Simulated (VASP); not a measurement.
Mg2ZnP2 (space group P3m1): computed properties

Level of theory: PBEsol GGA, VASP's PBE PAW potentials (set 64) (plane waves; VASP 6.6.1).

```
Item                                                                                                                Value
---------------------------------------------  --------------------------------------------------------------------------
space group                                                                                                    P3m1 (156)
cell                                           a = 4.002 Å, b = 4.002 Å, c = 6.493 Å, α = 90.00°, β = 90.00°, γ = 120.00°
volume per atom                                                                                             18.01 Å³/atom
band gap (over mesh and band path)                                                                                0.96 eV
smallest direct gap (over mesh and band path)                                                                     1.30 eV
density                                                                                                        3.24 g/cm³
optical Γ-point spectrum                                  125 (×2), 145, 183 (×2), 233, 234 (×2), 268, 340, 359 (×2) cm⁻¹
```

Space group P3m1 (No. 156); a = b = 4.0018 Å, c = 6.4928 Å, α = β = 90.00°, γ = 120.00°

| atom | site | symmetry | x | y | z |
|---|---|---|---|---|---|
| Mg | 1c | 3m. | 0.6667 | 0.3333 | 0.6334 |
| Mg | 1b | 3m. | 0.3333 | 0.6667 | 0.9942 |
| Zn | 1a | 3m. | 0.0000 | 0.0000 | 0.3619 |
| P | 1a | 3m. | 0.0000 | 0.0000 | 0.7700 |
| P | 1c | 3m. | 0.6667 | 0.3333 | 0.2405 |

The structure comes from a computed database's Mg2ZnP2 entry (P3m1); how it stands against other phases isn't given here. It was relaxed first. Symmetry was kept, so distortions that lower it aren't found.
